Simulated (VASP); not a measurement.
```
FeSi2
1.0
    4.27708     0.00000     0.00000
   -2.13854     3.70406     0.00000
    0.00000     0.00000     2.46256
Fe Si
1 2
Direct
  0.00000   0.00000   0.00000
  0.33333   0.66667   0.50000
  0.66667   0.33333   0.50000
```
Starting moments (μB, in the order of the record's atoms Fe Si Si): 2.8 0.1 0.1.

Method: r2SCAN meta-GGA, VASP's PBE PAW potentials (set 64) (plane waves; VASP). Numerical set-up: 400 eV cut-off, 9×9×14 Γ-centred mesh, tetrahedra with Blöchl corrections, potentials Fe Si.

Q: Tabulate the total density of states (states/eV per cell) against energy (eV; zero at the valence-band maximum or, without a gap, the Fermi level).

A: 
```
E (eV) | DOS (states/eV)
    -9.98 | #### 0.58
    -9.74 | #### 0.58
    -9.50 | #### 0.58
    -9.26 | #### 0.58
    -9.02 | #### 0.58
    -8.90 | #### 0.58
    -8.66 | #### 0.57
    -8.42 | #### 0.60
    -8.18 | #### 0.60
    -7.94 | #### 0.58
    -7.70 | #### 0.60
    -7.46 | ##### 0.64
    -7.22 | ##### 0.73
    -6.98 | ###### 0.87
    -6.74 | ######## 1.06
    -6.62 | ######## 1.08
    -6.38 | ######## 1.14
    -6.14 | ####### 0.92
    -5.90 | ####### 1.00
    -5.66 | ########## 1.34
    -5.42 | ######## 1.09
    -5.18 | ######### 1.19
    -4.94 | ########### 1.55
    -4.70 | ########## 1.34
    -4.46 | ################ 2.27
    -4.34 | ################ 2.17
    -4.10 | ########## 1.38
    -3.86 | ############################## 4.13
    -3.62 | ################# 2.38
    -3.38 | ############# 1.81
    -3.14 | ################ 2.16
    -2.90 | ####################### 3.15
    -2.66 | ################# 2.36
    -2.42 | ############## 1.92
    -2.18 | ############ 1.60
    -2.06 | ############# 1.78
    -1.82 | ############ 1.68
    -1.58 | ############# 1.83
    -1.34 | ############## 1.93
    -1.10 | ############# 1.76
    -0.86 | ############# 1.81
    -0.62 | ########### 1.57
    -0.38 | ######### 1.19
    -0.14 | ############ 1.67
     0.10 | ######### 1.27
     0.22 | ######## 1.05
     0.46 | ######### 1.29
     0.70 | ############### 2.04
     0.94 | ############## 1.91
     1.18 | ################ 2.15
     1.42 | ################### 2.68
     1.66 | ####################### 3.17
     1.90 | ########## 1.37
     2.14 | ############## 1.87
     2.38 | ########## 1.42
     2.50 | ########### 1.45
     2.74 | ########## 1.34
     2.98 | ########## 1.42
     3.22 | ########## 1.43
     3.46 | ########## 1.37
```
Within 2 eV below the Fermi level the largest weight inside VASP's projection spheres is Fe d, then Si p.

The structure was generated: FeSi2 was put into the AlB2 type (P6/mmm), which need not be its known phase. It was relaxed first, which changed the volume by -47 %.
